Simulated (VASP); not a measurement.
An input for Quantum ESPRESSO's pw.x (written as the equivalent of a VASP run, and not itself run):

```
&CONTROL
  calculation = 'scf'
  pseudo_dir = './pseudo'
  outdir = './out'
  tprnfor = .true.
  tstress = .true.
/
&SYSTEM
  ibrav = 0
  nat = 4
  ntyp = 1
  ecutwfc = 80
  occupations = 'smearing'
  smearing = 'fermi-dirac'
  degauss = 0.00735
  input_dft = 'pbe'
/
&ELECTRONS
  conv_thr = 7.3e-08
  electron_maxstep = 100
/
ATOMIC_SPECIES
  Ga 69.723 Ga.upf
CELL_PARAMETERS angstrom
     2.2550270   -3.8658520    0.0000000
     2.2550270    3.8658520    0.0000000
     0.0000000    0.0000000    4.6356770
ATOMIC_POSITIONS crystal
  Ga   0.6557000  0.3443000  0.4154000
  Ga   0.3443000  0.6557000  0.5846000
  Ga   0.8443000  0.1557000  0.9154000
  Ga   0.1557000  0.8443000  0.0846000
K_POINTS automatic
  8 8 7 0 0 0
```

Question: Write the VASP files for the same calculation (PBE).

Answer: Several could match; the one computed here: 
### KPOINTS
```
Automatic
0
G
 8 8 7
0 0 0
```

### POSCAR
```
Ga
1
    2.2550270000    -3.8658520000     0.0000000000
    2.2550270000     3.8658520000     0.0000000000
    0.0000000000     0.0000000000     4.6356770000
Ga
4
Direct
  0.6557000000   0.3443000000   0.4154000000
  0.3443000000   0.6557000000   0.5846000000
  0.8443000000   0.1557000000   0.9154000000
  0.1557000000   0.8443000000   0.0846000000
```

**INCAR**
```
! general
SYSTEM =Ga
PREC   =Accurate
ENCUT  =300   ! plane-wave cut-off (eV)
LREAL  =.False.   ! projection in real space or not
LASPH  =.True.

! electronic loop
EDIFF  =1E-6
NELM   =100
ALGO   =Normal
LMAXMIX=4   ! l cut-off of mixed one-centre charges

! smearing
ISMEAR =-1   ! Fermi-Dirac
SIGMA  =0.1

! functional
GGA    =PE   ! PBE

! ions
ISIF   =2   ! forces and stress, cell fixed

! output
LWAVE  =.False.
LCHARG =.False.
```

POTCAR, in this order: Ga_d (PBE.64 set). Program: vasp_std.

Limits of the translation: the potentials are each code's own (VASP's PAW set, PseudoDojo norm-conserving files in pw.x), so ENCUT and ecutwfc are chosen apart and not converted; conv_thr bounds pw.x's estimated SCF error, while EDIFF bounds the energy change between steps.

The structure comes from a computed database's Ga entry; how it stands against other phases isn't given here. The cell was not relaxed at this level.
